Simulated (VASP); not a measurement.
The input files of a VASP run:

File POSCAR:
```
Ag
1.0
  0.0000000000   2.0396470787   2.0396470787
  2.0396470787   0.0000000000   2.0396470787
  2.0396470787   2.0396470787   0.0000000000
Ag
1
Direct
  0.0000000000   0.0000000000   0.0000000000
```

KPOINTS:
```
Automatic mesh
0
Gamma
15 15 15
0 0 0
```

### INCAR
```
SYSTEM = Ag
PREC = Accurate
ENCUT = 500
EDIFF = 1E-6
NELM = 100
ALGO = Normal
LREAL = .FALSE.
LASPH = .TRUE.
ISMEAR = 1
SIGMA = 0.1
GGA = PE
LMAXMIX = 4
LWAVE = .FALSE.
LCHARG = .FALSE.
IBRION = 2
ISIF = 3
NSW = 40
EDIFFG = -0.02
PSTRESS = 50
```

POTCAR, in this order: Ag (PBE.64 set). Program: vasp_std.

Write an equivalent input for Ansatz.

One equivalent input (not run):
Ansatz 0.2 input:
```yaml
crystal:
  lattice:
    - [0.0000000, 2.0396471, 2.0396471]
    - [2.0396471, 0.0000000, 2.0396471]
    - [2.0396471, 2.0396471, 0.0000000]
  atoms:
    - { symbol: Ag, position: [0.0000000, 0.0000000, 0.0000000] }
kpoints:
  mp_grid: { grid: [15, 15, 15] }
hamiltonian:
  xc: pbe
  pseudopotentials: { kind: paw }
scf:
  occupations: { method: methfessel_paxton, width: 0.1 }
  max_iter: 100
relax:
  max_steps: 40
  f_tol: 0.02
  cell: { p_target: 5 }
output: { forces: true, stress: true, eigenvalues: true }
```
Limits of the translation: each code has its own PAW files, so the cut-off isn't converted (ENCUT is set for VASP's; basis.ecutwfc is left out, and Ansatz then takes the one that its files recommend); Ansatz stops its SCF on the density residual and VASP on the energy change (EDIFF).

The compound is Ag in the fcc structure. It was relaxed first under an external pressure of 5 GPa.
